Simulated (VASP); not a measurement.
Given:

```
CELL_PARAMETERS angstrom
      0.00000     3.30168     3.30168
      3.30168     0.00000     3.30168
      3.30168     3.30168     0.00000
ATOMIC_POSITIONS crystal
  Ag 0.00000 0.00000 0.00000
  I  0.25000 0.25000 0.25000
```

Calculation: modified Becke-Johnson potential (mBJ) with spin-orbit coupling, VASP's PBE PAW potentials (set 64) (plane waves; VASP). Numerical set-up: 350 eV cut-off, 6×6×6 Γ-centred mesh, Gaussian smearing of 0.050 eV, potentials Ag I.

mBJ is a potential without an energy functional, so only the levels count.

Problem. Give the energies of bands 9 to 22 at the high-symmetry points, in eV from the valence-band maximum.

Solution. 
| band | Γ | X | U | L | W |
|---|---|---|---|---|---|
| 9 | -2.65 | -2.76 | -2.90 | -2.94 | -2.92 |
| 10 | -2.65 | -2.76 | -2.82 | -2.94 | -2.74 |
| 11 | -2.65 | -2.35 | -2.51 | -2.54 | -2.52 |
| 12 | -2.65 | -2.35 | -2.46 | -2.54 | -2.43 |
| 13 | -0.51 | -2.18 | -2.38 | -2.37 | -2.33 |
| 14 | -0.51 | -2.18 | -2.30 | -2.37 | -2.23 |
| 15 | 0.00 | -1.80 | -1.74 | -0.85 | -1.85 |
| 16 | 0.00 | -1.80 | -1.69 | -0.85 | -1.84 |
| 17 | 0.00 | -1.41 | -1.30 | -0.62 | -1.43 |
| 18 | 0.00 | -1.41 | -1.24 | -0.62 | -1.37 |
| 19 | 2.57 | 4.55 | 4.70 | 3.74 | 5.16 |
| 20 | 2.57 | 4.55 | 4.76 | 3.74 | 5.40 |
| 21 | 6.33 | 4.61 | 5.63 | 6.80 | 5.92 |
| 22 | 6.33 | 4.61 | 5.74 | 6.80 | 5.95 |

The gap is direct, 2.57 eV, from the valence maximum at Γ to the conduction minimum at Γ.

The compound is AgI in the zinc blende structure, whereas wurtzite is the usual form. It was relaxed first. The cell's shape comes from a PBE relaxation.
